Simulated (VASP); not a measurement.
# GaP: relaxation of the atoms with PBE

The system is GaP.

```
Ga P
1.0
     0.01363    2.72525    2.72525
     2.72525    0.01363    2.72525
     2.73888    2.73888    0.00000
Ga P
1 1
Direct
  0.00000 0.00000 0.00000
  0.25000 0.25000 0.25000
```

The cell was built by a generator and needn't be a form met in nature.

| Quantity | Value |
| --- | --- |
| Program | VASP 6.6.1 |
| Task | relaxation of the atoms |
| Functional | PBE |
| Potentials or basis | VASP PAW PBE potentials, release 64 (Ga_d, P) |
| Cutoff | 520 eV |
| k mesh | 8 × 8 × 8 |
| Occupations | gaussian, width 0.02 eV |
| Spin | no spin polarisation |
| Further INCAR settings | ALGO = Fast; EDIFF = 1e-06; IBRION = 2; EDIFFG = -0.01; NSW = 60 |

- Energy gained by relaxing: 0.2 meV/atom
- Ionic steps: 2
- Pressure after relaxing: 2.5 GPa
- Band gap on the k mesh: 1.58 eV, indirect (least direct gap 1.78 eV)

Stress tensor (GPa, compression positive):
```
 2.47 -0.68  0.00
-0.68  2.47  0.00
 0.00  0.00  2.46
```

The path:
```
step  energy change (eV)  largest force (eV/Å)  pressure (GPa)
   1              0.0000                0.0777            2.45
   2             -0.0003                0.0010            2.47
```

Final structure:
```
Ga P
1.0
     0.01363    2.72525    2.72525
     2.72525    0.01363    2.72525
     2.73888    2.73888    0.00000
Ga P
1 1
Direct
  0.00069 0.00069 0.99931
  0.24931 0.24931 0.25069
```

Levels at points of the mesh, in eV from the valence-band top:
| k point | band 5 | band 6 | band 7 | band 8 | band 9 | band 10 | band 11 | band 12 | band 13 |
| --- | --- | --- | --- | --- | --- | --- | --- | --- | --- |
| (0.00, 0.00, 0.00) | -14.49 | -12.53 | -0.08 | -0.04 | 0.00 | 1.78 | 3.79 | 3.85 | 3.91 |
| (0.50, 0.00, 0.00) | -14.48 | -10.44 | -6.66 | -1.20 | -1.17 | 1.58 | 4.64 | 4.67 | 8.22 |
| (0.50, 0.50, 0.00) | -14.47 | -9.57 | -6.79 | -2.78 | -2.66 | 1.58 | 1.82 | 10.56 | 10.58 |
| (0.00, 0.00, 0.50) | -14.48 | -10.49 | -6.68 | -1.15 | -1.12 | 1.68 | 4.69 | 4.72 | 8.27 |
| (0.50, 0.00, 0.50) | -14.47 | -9.57 | -6.79 | -2.72 | -2.72 | 1.62 | 1.78 | 10.55 | 10.62 |

Wall time 90 s on 1 thread of Intel(R) Xeon(R) Platinum 8488C (Sapphire Rapids), with other jobs on the host, peak memory 0.2 GiB.

A k mesh can miss the band edges. As with any semilocal functional, this PBE gap is likely too small.
